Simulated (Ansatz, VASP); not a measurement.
# CoSi2 in two plane-wave programs, part 2 of 3

Aim: how closely do two programs agree when they are given the same cell, functional and k mesh? The cell is a member of a volume series, scaled by 1.02 from a relaxed one, so a pressure remains.

VASP 6.6.1 and Ansatz 0.2.0.

So far: Set-up; Ansatz: zone-centre phonons, LDA, volume scaled by 1.02.

## Step 3: VASP: zone-centre phonons, LDA, volume scaled by 1.02

Level of this step: LDA, zero-moment start; plane waves and PAW (Co, Si) (VASP).

The same cell, functional (in two slightly different forms), mesh and smearing now go to VASP, with its own data sets and cutoff.

Lines of VASP's logs that name or quote its potential files are left out, and so is its time.

Contents of INCAR:

```
SYSTEM = CoSi2
PREC = Accurate
ENCUT = 500
EDIFF = 1E-08
NELM = 100
ISMEAR = 0
SIGMA = 0.05
LREAL = .FALSE.
ALGO = Normal
GGA = CA
NBANDS = 16
ISPIN = 2
MAGMOM = 0 0 0
LASPH = .TRUE.
LMAXMIX = 4
LORBIT = 11
LWAVE = .FALSE.
LCHARG = .FALSE.
KPAR = 4
IBRION = 8
ISIF = 2
```

Contents of POSCAR:

```
CoSi2
1.0
    0.0000000000      2.6552161979      2.6552161979
    2.6552161979      0.0000000000      2.6552161979
    2.6552161979      2.6552161979      0.0000000000
Co Si
1 2
Direct
    0.0000000000      0.0000000000      0.0000000000
    0.2500000000      0.2500000000      0.2500000000
    0.7500000000      0.7500000000      0.7500000000
```

Contents of KPOINTS:

```
Automatic mesh
0
Gamma
14 14 14
0 0 0
```

The projector-augmented-wave data sets are Co and Si (LDA family, release 64).

On the command line:

```
> mpirun -np 4 vasp_std
```

Numbers of over 12 decimals in the logs are rounded to 6 here.

Output:

```text
[banner, memory and clock lines left out]
running    4 mpi-ranks, on    1 nodes
 distrk:  each k-point on    1 cores,    4 groups
 distr:  one band on    1 cores,    1 groups

 POSCAR found type information on POSCAR CoSi
 POSCAR found :  2 types and       3 ions
 LDA part: xc-table for (Slater(with rela. corr.)+CA(PZ))
 , standard interpolation
 POSCAR, INCAR and KPOINTS ok, starting setup
 FFT: planning ... GRIDC
 FFT: planning ... GRID_SOFT
 FFT: planning ... GRID
 WAVECAR not read
 entering main loop
       N       E                     dE             d eps       ncg     rms          rms(c)
DAV:   1     0.582677447692E+02    0.58268E+02   -0.66392E+03  6704   0.992E+02
DAV:   2    -0.201120815516E+02   -0.78380E+02   -0.69808E+02  7464   0.201E+02
DAV:   3    -0.232873867007E+02   -0.31753E+01   -0.31189E+01  8776   0.452E+01
DAV:   4    -0.233450294317E+02   -0.57643E-01   -0.57616E-01  7880   0.585E+00
DAV:   5    -0.233468868677E+02   -0.18574E-02   -0.18573E-02  8872   0.107E+00    0.145E+01
DAV:   6    -0.262507996893E+02   -0.29039E+01   -0.21782E+01  7120   0.989E+01    0.165E+01
DAV:   7    -0.219886347106E+02    0.42622E+01   -0.98681E+00  8376   0.779E+01    0.356E+00
DAV:   8    -0.219550773802E+02    0.33557E-01   -0.61936E-01  7624   0.477E+00    0.184E+00
DAV:   9    -0.219212726786E+02    0.33805E-01   -0.77176E-02  8344   0.541E+00    0.473E-01
DAV:  10    -0.219209769930E+02    0.29569E-03   -0.54663E-03  9360   0.973E-01    0.919E-02
DAV:  11    -0.219209127634E+02    0.64230E-04   -0.44475E-04  9352   0.361E-01    0.386E-02
DAV:  12    -0.219209131390E+02   -0.37561E-06   -0.19640E-05  9368   0.493E-02    0.105E-02
DAV:  13    -0.219209127618E+02    0.37721E-06   -0.15811E-06 10528   0.152E-02    0.600E-03
DAV:  14    -0.219209128002E+02   -0.38426E-07   -0.11504E-07 10104   0.297E-03    0.350E-03
DAV:  15    -0.219209127780E+02    0.22260E-07   -0.20607E-08  5896   0.277E-03    0.683E-04
DAV:  16    -0.219209127740E+02    0.39411E-08   -0.12310E-08  4640   0.171E-03
   1 F= -.21920913E+02 E0= -.21920022E+02  d E =-.178205E-02  mag=    -0.0000
 Linear response reoptimize wavefunctions to high precision
DAV:   1    -0.219209127750E+02   -0.10159E-08   -0.58454E-09  7720   0.590E-04
DAV:   2    -0.219209127750E+02   -0.56843E-11   -0.10397E-10  4072   0.875E-05
 Linear response DOF=           2
 Linear response progress:
  Degree of freedom:   1/  2
       N       E                     dE             d eps       ncg     rms          rms(c)
RMM:   1    -0.177620589699E+00   -0.17762E+00   -0.13366E-01 24686   0.236E+00
RMM:   2    -0.174083499922E+00    0.35371E-02   -0.30999E-03 22503   0.645E-01    0.192E-01
RMM:   3    -0.174008414136E+00    0.75086E-04   -0.59956E-04 24649   0.160E-01    0.111E-01
RMM:   4    -0.174553218414E+00   -0.54480E-03   -0.30061E-04 26213   0.107E-01    0.109E-02
RMM:   5    -0.174556988568E+00   -0.37702E-05   -0.15495E-05 26453   0.297E-02    0.561E-03
RMM:   6    -0.174554437196E+00    0.25514E-05   -0.10737E-06 24096   0.990E-03    0.435E-03
RMM:   7    -0.174541420122E+00    0.13017E-04   -0.40182E-07 26405   0.564E-03    0.950E-04
RMM:   8    -0.174534696421E+00    0.67237E-05   -0.35712E-08 27348   0.135E-03    0.386E-04
RMM:   9    -0.174531777084E+00    0.29193E-05   -0.70074E-09 26157   0.444E-04    0.577E-05
RMM:  10    -0.174531690974E+00    0.86110E-07   -0.59188E-09 28015   0.171E-04    0.232E-05
RMM:  11    -0.174531690586E+00    0.38782E-09   -0.62572E-09 28206   0.968E-05    0.649E-06
 first order change of Fermi-energy   0.33646E-03
 force on displaced ion       1 direction 1 : -12.096   0.000   0.000
 Linear response progress:
  Degree of freedom:   2/  2
       N       E                     dE             d eps       ncg     rms          rms(c)
RMM:   1    -0.212059812108E-01   -0.21206E-01    0.25761E-02 68000   0.118E+00
RMM:   2    -0.183303918733E-01    0.28756E-02   -0.10923E-03 40919   0.510E-01    0.107E-01
RMM:   3    -0.185431237297E-01   -0.21273E-03   -0.58713E-04 45429   0.160E-01    0.553E-02
RMM:   4    -0.187523550642E-01   -0.20923E-03   -0.79136E-05 43265   0.616E-02    0.103E-02
RMM:   5    -0.187441876121E-01    0.81675E-05   -0.60670E-06 47212   0.172E-02    0.532E-03
RMM:   6    -0.187323453360E-01    0.11842E-04   -0.24394E-07 47740   0.524E-03    0.783E-04
RMM:   7    -0.187380372392E-01   -0.56919E-05   -0.11576E-07 46317   0.204E-03    0.618E-04
RMM:   8    -0.187381910615E-01   -0.15382E-06   -0.16143E-08 45996   0.100E-03    0.389E-04
RMM:   9    -0.187365136249E-01    0.16774E-05    0.90577E-10 46293   0.447E-04    0.643E-05
RMM:  10    -0.187365840585E-01   -0.70434E-07   -0.15269E-08 49567   0.147E-04    0.225E-05
RMM:  11    -0.187366212879E-01   -0.37229E-07   -0.11598E-08 52309   0.594E-05    0.114E-05
RMM:  12    -0.187366231719E-01   -0.18840E-08   -0.97690E-09 51062   0.282E-05    0.658E-06
 first order change of Fermi-energy  -0.49067E-05
 force on displaced ion       2 direction 1 :  -8.589  -0.000  -0.000
 Linear response finished
```

OUTCAR, selected parts (step 3):

```text
ion  position               nearest neighbor table
   1  0.000  0.000  0.000-   2 2.30   3 2.30   3 2.30   3 2.30   3 2.30   2 2.30   2 2.30   2 2.30

  LATTYP: Found a face centered cubic cell.
 ALAT       =     5.3104323958

 Subroutine GETGRP returns: Found 48 space group operations
 (whereof 48 operations were pure point group operations)

The static configuration has the point symmetry O_h .

 Found    104 irreducible k-points:

   k-points           NKPTS =    104   k-points in BZ     NKDIM =    104   number of bands    NBANDS=     16

   dimension x,y,z NGX =    28 NGY =   28 NGZ =   28
   dimension x,y,z NGXF=    56 NGYF=   56 NGZF=   56

   ENCUT  =  500.0 eV  36.75 Ry    6.06 a.u.   6.85  6.85  6.85*2*pi/ulx,y,z

   NELECT =      17.0000    total number of electrons

 k-points in reciprocal lattice and weights: Automatic mesh
   0.00000000  0.00000000  0.00000000       0.000
   0.07142857  0.00000000  0.00000000       0.003
   0.14285714  0.00000000  0.00000000       0.003
   0.21428571  0.00000000  0.00000000       0.003
   0.28571429  0.00000000  0.00000000       0.003
   0.35714286  0.00000000  0.00000000       0.003
   0.42857143  0.00000000  0.00000000       0.003
   0.50000000  0.00000000  0.00000000       0.001
   0.07142857  0.07142857  0.00000000       0.002
[...]
-0.28571429  0.42857143  0.21428571       0.009
  -0.28571429  0.50000000  0.21428571       0.004

 average (electrostatic) potential at core
       1 -77.7325       2 -80.6622       3 -80.6622

  Total       -0.8847326     -0.8847326     -0.8847326      0.0000000      0.0000000     -0.0000000
  in kB      -37.8610774    -37.8610774    -37.8610774      0.0000000      0.0000000     -0.0000000
  external PRESSURE =     -37.8610774 kB  Pullay stress =       0.0000000 kB

  energy-cutoff  :      500.00
  volume of cell :       37.44
      direct lattice vectors                 reciprocal lattice vectors
     0.000000000  2.655216198  2.655216198    -0.188308583  0.188308583  0.188308583
     2.655216198  0.000000000  2.655216198     0.188308583 -0.188308583  0.188308583
     2.655216198  2.655216198  0.000000000     0.188308583  0.188308583 -0.188308583

 POSITION                                       TOTAL-FORCE (eV/Angst)
 -----------------------------------------------------------------------------------
      0.00000      0.00000      0.00000         0.000000      0.000000      0.000000
      1.32761      1.32761      1.32761        -0.000000     -0.000000     -0.000000
      3.98282      3.98282      3.98282         0.000000      0.000000      0.000000
 -----------------------------------------------------------------------------------
    total drift:                               -0.000000     -0.000000      0.000000

 Eigenvectors and eigenvalues of the dynamical matrix
 ----------------------------------------------------

   1 f  =   10.132858 THz    63.666627 2PiTHz  337.995776 cm-1    41.906116 meV
             X         Y         Z           dx          dy          dz
      0.000000  0.000000  0.000000    -0.589885   -0.329505   -0.178967
      1.327608  1.327608  1.327608     0.426761    0.238385    0.129476
      3.982824  3.982824  3.982824     0.426761    0.238385    0.129476

   2 f  =   10.132858 THz    63.666627 2PiTHz  337.995776 cm-1    41.906116 meV
             X         Y         Z           dx          dy          dz
      0.000000  0.000000  0.000000     0.162434    0.076132   -0.675563
      1.327608  1.327608  1.327608    -0.117515   -0.055079    0.488747
      3.982824  3.982824  3.982824    -0.117515   -0.055079    0.488747

   3 f  =   10.132858 THz    63.666627 2PiTHz  337.995776 cm-1    41.906116 meV
             X         Y         Z           dx          dy          dz
      0.000000  0.000000  0.000000     0.337961   -0.611716    0.012323
      1.327608  1.327608  1.327608    -0.244503    0.442556   -0.008915
      3.982824  3.982824  3.982824    -0.244503    0.442556   -0.008915

   4 f  =    9.847451 THz    61.873362 2PiTHz  328.475624 cm-1    40.725769 meV
             X         Y         Z           dx          dy          dz
      0.000000  0.000000  0.000000    -0.000000    0.000000   -0.000000
      1.327608  1.327608  1.327608     0.008088   -0.707061    0.000160
      3.982824  3.982824  3.982824    -0.008088    0.707061   -0.000160

   5 f  =    9.847451 THz    61.873362 2PiTHz  328.475624 cm-1    40.725769 meV
             X         Y         Z           dx          dy          dz
      0.000000  0.000000  0.000000    -0.000000    0.000000    0.000000
      1.327608  1.327608  1.327608     0.696080    0.007991    0.124131
      3.982824  3.982824  3.982824    -0.696080   -0.007991   -0.124131

   6 f  =    9.847451 THz    61.873362 2PiTHz  328.475624 cm-1    40.725769 meV
             X         Y         Z           dx          dy          dz
      0.000000  0.000000  0.000000     0.000000   -0.000000   -0.000000
      1.327608  1.327608  1.327608     0.124125    0.001262   -0.696126
      3.982824  3.982824  3.982824    -0.124125   -0.001262    0.696126

   7 f/i=    0.005762 THz     0.036203 2PiTHz    0.192197 cm-1     0.023829 meV
             X         Y         Z           dx          dy          dz
      0.000000  0.000000  0.000000     0.703063    0.130534    0.009857
      1.327608  1.327608  1.327608     0.485899    0.090215    0.006812
      3.982824  3.982824  3.982824     0.485899    0.090215    0.006812

   8 f/i=    0.005762 THz     0.036203 2PiTHz    0.192197 cm-1     0.023829 meV
             X         Y         Z           dx          dy          dz
      0.000000  0.000000  0.000000     0.032390   -0.121290   -0.704041
      1.327608  1.327608  1.327608     0.022385   -0.083826   -0.486575
      3.982824  3.982824  3.982824     0.022385   -0.083826   -0.486575

   9 f/i=    0.005762 THz     0.036203 2PiTHz    0.192197 cm-1     0.023829 meV
             X         Y         Z           dx          dy          dz
      0.000000  0.000000  0.000000    -0.126836    0.692592   -0.125153
      1.327608  1.327608  1.327608    -0.087658    0.478662   -0.086495
      3.982824  3.982824  3.982824    -0.087658    0.478662   -0.086495

 ELASTIC MODULI CONTR FROM IONIC RELAXATION (kBar)
 Direction    XX          YY          ZZ          XY          YZ          ZX
 --------------------------------------------------------------------------------
 XX          -0.0000      0.0000      0.0000     -0.0000      0.0000      0.0000
 YY           0.0000     -0.0000     -0.0000     -0.0000     -0.0000      0.0000
 ZZ           0.0000     -0.0000     -0.0000      0.0000     -0.0000      0.0000
 XY          -0.0000     -0.0000      0.0000   -591.1513      0.0000      0.0000
 YZ           0.0000     -0.0000     -0.0000      0.0000   -591.1513      0.0000
 ZX           0.0000      0.0000      0.0000      0.0000      0.0000   -591.1513
 --------------------------------------------------------------------------------

 magnetization (x)
# of ion       s       p       d       tot
------------------------------------------
    1       -0.000  -0.000  -0.000  -0.000
    2       -0.000  -0.000   0.000  -0.000
    3       -0.000  -0.000   0.000  -0.000
--------------------------------------------------
tot         -0.000  -0.000  -0.000  -0.000
```

This run allows spin, but its moments start at zero, where symmetry between the spins tends to hold them, although Co can carry a moment. Its electron count is odd, so without a moment it is a metal by construction.

## Step 4: Side by side

Known differences besides the potentials themselves: the two LDA forms differ slightly; the data sets hold 25 valence electrons in Ansatz (default PAW (the set named soft_2) files) and 17 in VASP; the cutoff is 420 eV in Ansatz and 500 eV in VASP; VASP's log shows a relativistic correction to its local exchange, Ansatz's none. Total energies have different zeros and are not compared.

Both answers:

| quantity | Ansatz | VASP | difference |
| --- | --- | --- | --- |
| optical mode 1 to 3 (cm⁻¹) | 326.4 | 328.5 | -0.64 % |
| optical mode 4 to 6 (cm⁻¹) | 335.0 | 338.0 | -0.89 % |

Modes are paired by rising frequency and degeneracy, not by their patterns, so a pair may still set unlike modes beside each other.

(Part 2 of 3 ends here.)

[Lines on the potential files, build, host, timing and source positions are cut from VASP's logs without a mark.]

[Logs are printed without paths, hosts, clocks, repeated set-up lines and the standing remarks that a program may print on its own settings, such as how far it seeks lower states.]

[Hosts, paths, dates, database ids (printed as entryN), source tags and the programs' standing remarks are cut or masked in the printed files.]
